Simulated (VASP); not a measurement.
# PmSe (Fm-3m) in VASP: single point with r2SCAN

Aim: the single point of PmSe with r2SCAN.

All numbers are computed with VASP 6.6.1; they aren't measurements. Logs are shortened: lines on timing, memory, paths and dates and some standing lists are left out, and cuts for length are marked.

### 1 The crystal as given

The structure is cubic, space group Fm-3m (No. 225). The conventional cell has a = 5.921 Å, b = 5.921 Å, c = 5.921 Å, α = 90.00°, β = 90.00°, γ = 90.00°. Pm (site symmetry m-3m) is surrounded by 6 Se at 2.96 Å. Around Se (site symmetry m-3m) lie 6 Pm at 2.96 Å.

The cell comes from a database or a generator and needn't be the stable form of this composition.

### 2 Single point, r2SCAN, collinear spin, ferromagnetic start

INCAR reads:

```
PREC = Accurate
ENCUT = 520
EDIFF = 1E-6
ISMEAR = -1
SIGMA = 0.05
LREAL = F
LASPH = T
NELM = 150
ALGO = Normal
ISIF = 2
LWAVE = F
LCHARG = F
ISPIN = 2
MAGMOM = 4 0
LORBIT = 11
LMAXMIX = 6
METAGGA = R2SCAN
LMIXTAU = T
NBANDS = 22
```

KPOINTS reads:

```
Automatic mesh
0
Gamma
  8 8 8
```

POSCAR reads:

```
PmSe
1.0
    0.0000000000      2.9605394209      2.9605394209
    2.9605394209      0.0000000000      2.9605394209
    2.9605394209      2.9605394209      0.0000000000
Pm Se
1 1
Direct
    0.0000000000      0.0000000000      0.0000000000
    0.5000000000      0.5000000000      0.5000000000
```

Potentials or basis: VASP PAW PBE potentials, release 64 (Pm, Se).

Launch:

```sh
$ cat potpaw_PBE.64/Pm/POTCAR potpaw_PBE.64/Se/POTCAR > POTCAR
$ mpirun -np 1 vasp_std > vasp.out
```

OUTCAR:

```text
PREC = Accurate
   ENCUT = 520
   EDIFF = 1E-6
   ISMEAR = -1
   LREAL = F
   LASPH = T
   NELM = 150
   ISIF = 2
   ISPIN = 2
   LORBIT = 11
   METAGGA = R2SCAN

 ion  position               nearest neighbor table
   1  0.000  0.000  0.000-   2 2.96   2 2.96   2 2.96   2 2.96   2 2.96   2 2.96
   2  0.500  0.500  0.500-   1 2.96   1 2.96   1 2.96   1 2.96   1 2.96   1 2.96

  LATTYP: Found a face centered cubic cell.
 ALAT       =     5.9210788418

  Lattice vectors:

 A1 = (   0.0000000000,   2.9605394209,   2.9605394209)
 A2 = (   2.9605394209,   0.0000000000,   2.9605394209)
 A3 = (   2.9605394209,   2.9605394209,   0.0000000000)

Analysis of symmetry for initial positions (statically):
=====================================================================
 Subroutine PRICEL returns:
 Original cell was already a primitive cell.

 Routine SETGRP: Setting up the symmetry group for a
 face centered cubic supercell.

 Subroutine GETGRP returns: Found 48 space group operations
 (whereof 48 operations were pure point group operations)
 out of a pool of 48 trial point group operations.

The static configuration has the point symmetry O_h .

Analysis of symmetry for dynamics (positions and initial velocities):
=====================================================================
 Subroutine PRICEL returns:
 Original cell was already a primitive cell.

 Routine SETGRP: Setting up the symmetry group for a
 face centered cubic supercell.

 Subroutine GETGRP returns: Found 48 space group operations
 (whereof 48 operations were pure point group operations)
 out of a pool of 48 trial point group operations.

The dynamic configuration has the point symmetry O_h .

Analysis of structural, dynamic, and magnetic symmetry:
=====================================================================
 Subroutine PRICEL returns:
 Original cell was already a primitive cell.

 Routine SETGRP: Setting up the symmetry group for a
 face centered cubic supercell.

 Subroutine GETGRP returns: Found 48 space group operations
 (whereof 48 operations were pure point group operations)
 out of a pool of 48 trial point group operations.

The overall configuration has the point symmetry O_h .

 Subroutine INISYM returns: Found 48 space group operations
 (whereof 48 operations are pure point group operations),
 and found     1 'primitive' translations

[... 116 lines left out ...]
  Fermi-wavevector in a.u.,A,eV,Ry     =   1.210878  2.288228 19.949212  1.466226
  Thomas-Fermi vector in A             =   2.346411
   LORBIT       =     11    0 simple, 1 ext, 2 COOP (PROOUT), +10 PAW based schemes
   METAGGA = R2SCAN    functional components
   LHFCALC =     F    Hartree Fock is set to
   AEXX    =    0.0000 exact exchange contribution
   IVDW    =     0    specifies the selected vdW correction
   LEPSILON=     F    determine dielectric tensor
   LRPA    =     F    only Hartree local field effects (RPA)
 spin polarized calculation
  energy-cutoff  :      520.00
  volume of cell :       51.90
 maximum number of plane-waves:      1411
   NGX = 15   NGY = 15   NGZ = 15

 number of electron      20.9999995 magnetization       4.7771797

 Free energy of the ion-electron system (eV)
  ---------------------------------------------------
  ext. energy  EPLUGINS =         0.00000000
  ---------------------------------------------------
  free energy    TOTEN  =       -53.43802092 eV

  energy without entropy =      -53.37339594  energy(sigma->0) =      -53.40570843

 E-fermi :   6.8144     XC(G=0): -10.6000

 val. band max:        6.8142229762   @ k =   0.3750   0.1250   0.0000
 cond. band min:       6.8147549032   @ k =   0.5000   0.1250   0.0000
 fundamental gap:      0.0005319270
 Fermi energy:         6.8143907291

 spin component 1

 k-point     1 :       0.0000    0.0000    0.0000
  band No.  band energies     occupation
      1     -33.6144      1.00000
      2     -13.4237      1.00000
      3     -13.4227      1.00000
      4     -13.4227      1.00000
      5      -8.0794      1.00000
      6       3.7512      1.00000
[... 589 lines left out ...]
     21      13.2338      0.00000
     22      15.1249      0.00000

 [... further k-points ...]

 spin component 2

 k-point     1 :       0.0000    0.0000    0.0000
  band No.  band energies     occupation
      1     -31.2105      1.00000
      2     -11.7394      1.00000
      3     -11.7394      1.00000
      4     -11.7393      1.00000
      5      -8.0574      1.00000
      6       3.9254      1.00000
[... 589 lines left out ...]
     21      14.1724      0.00000
     22      15.9826      0.00000

 [... further k-points ...]

------------------------ aborting loop because EDIFF is reached ----------------------------------------

  FORCE on cell =-STRESS in cart. coord.  units (eV):
  Direction    XX          YY          ZZ          XY          YZ          ZX
  --------------------------------------------------------------------------------------
  -------------------------------------------------------------------------------------
  Total        1.2530237      1.2530237      1.2530237      0.0000000      0.0000000     -0.0000000
  in kB       38.6836388     38.6836388     38.6836388      0.0000000      0.0000000     -0.0000000
  external PRESSURE =      38.6836388 kB  Pullay stress =       0.0000000 kB

 VOLUME and BASIS-vectors are now :
 -----------------------------------------------------------------------------
  energy-cutoff  :      520.00
  volume of cell :       51.90
      direct lattice vectors                 reciprocal lattice vectors
     0.000000000  2.960539421  2.960539421    -0.168888141  0.168888141  0.168888141
     2.960539421  0.000000000  2.960539421     0.168888141 -0.168888141  0.168888141
     2.960539421  2.960539421  0.000000000     0.168888141  0.168888141 -0.168888141

 POSITION                                       TOTAL-FORCE (eV/Angst)
 -----------------------------------------------------------------------------------
      0.00000      0.00000      0.00000         0.000000      0.000000      0.000000
      2.96054      2.96054      2.96054         0.000000      0.000000     -0.000000
 -----------------------------------------------------------------------------------
    total drift:                                0.000000     -0.000000     -0.000000

  FREE ENERGIE OF THE ION-ELECTRON SYSTEM (eV)
  ---------------------------------------------------
  free  energy   TOTEN  =       -53.4380209218 eV

  energy  without entropy=      -53.3733959362  energy(sigma->0) =      -53.40570843

 total charge

# of ion       s       p       d       f       tot
--------------------------------------------------
    1        2.012   5.572   0.413   4.437  12.435
    2        1.431   2.547   0.029   0.000   4.008
--------------------------------------------------
tot          3.443   8.119   0.443   4.437  16.442

 magnetization (x)

# of ion       s       p       d       f       tot
--------------------------------------------------
    1       -0.032   0.003   0.094   4.390   4.455
    2       -0.007  -0.067   0.013   0.000  -0.061
--------------------------------------------------
tot         -0.039  -0.064   0.107   4.390   4.394
```

OSZICAR:

```text
N       E                     dE             d eps       ncg     rms          rms(c)
DAV:   1     0.130055295656E+03    0.13006E+03   -0.88475E+03  2662   0.137E+03
DAV:   2    -0.314428804388E+02   -0.16150E+03   -0.14484E+03  2880   0.244E+02
[... 14 lines left out ...]
DAV:  17    -0.534380841605E+02   -0.37753E-03   -0.55055E-04  3644   0.167E-01    0.336E-01
DAV:  18    -0.534380274180E+02    0.56742E-04   -0.70080E-04  3428   0.178E-01    0.122E-01
DAV:  19    -0.534380106683E+02    0.16750E-04   -0.12703E-04  3976   0.709E-02    0.442E-02
DAV:  20    -0.534380192992E+02   -0.86310E-05   -0.11627E-05  3538   0.300E-02    0.247E-02
DAV:  21    -0.534380206679E+02   -0.13687E-05   -0.62566E-06  3532   0.211E-02    0.793E-03
DAV:  22    -0.534380209218E+02   -0.25396E-06   -0.35756E-07  1656   0.467E-03
   1 F= -.53438021E+02 E0= -.53405708E+02  d E =-.646250E-01  mag=     4.7775
```

It took 2.7 min on 1 thread of Intel Xeon Platinum 8559C (Emerald Rapids), shared host; peak memory 0.26 GiB.

Results:

```yaml
Free_energy: -53.4380 eV
Pressure: 3.9 GPa
Band_gap_on_the_k_mesh: none (metal or under the smearing width)
Net_moment: 4.78 μB per cell
Site_moments: Pm +4.46; Se -0.06 μB
Valence_electrons_inside_the_program's_atomic_spheres: Pm 12.44; Se 4.01
```

Caveat: the magnetic or orbital state may not be the lowest; the PAW data sets were made with another functional, which shifts forces and pressure a little; spin-orbit coupling is left out, which moves the levels of the heavy elements; without U or exact exchange the open f shell lies at the Fermi level, which spoils levels, moments and volumes. The state reached can hang on the start; a lower one may exist.
